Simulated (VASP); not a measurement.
Data:

```yaml
crystal:
  lattice:
    - [5.31456, 2.64872, 2.64872]
    - [2.64872, 5.31456, 2.64872]
    - [2.64872, 2.64872, 5.31456]
  atoms:
    - { symbol: Mn, position: [0.00000, 0.00000, 0.00000], spin: 4.2 }
    - { symbol: Mn, position: [0.50000, 0.50000, 0.50000], spin: -4.2 }
    - { symbol: S, position: [0.25000, 0.25000, 0.25000] }
    - { symbol: S, position: [0.75000, 0.75000, 0.75000] }
```

Level of theory: vdW-DF2, VASP's PBE PAW potentials (set 64) (plane waves; VASP 6.6.1). Numerical set-up: 520 eV cut-off, 7×7×7 Γ-centred mesh, Gaussian smearing of 0.050 eV, potentials Mn_pv S.

Q: Give the stress tensor in GPa (positive for a compressed cell).

A: 
```
-1.79  -0.01  -0.01
-0.01  -1.79  -0.01
-0.01  -0.01  -1.79
```
The pressure is its mean diagonal, -1.79 GPa.

The compound is MnS in the rock salt, AFM-II order structure. This cell is one point of a volume scan, at 1.03 of the reference volume.
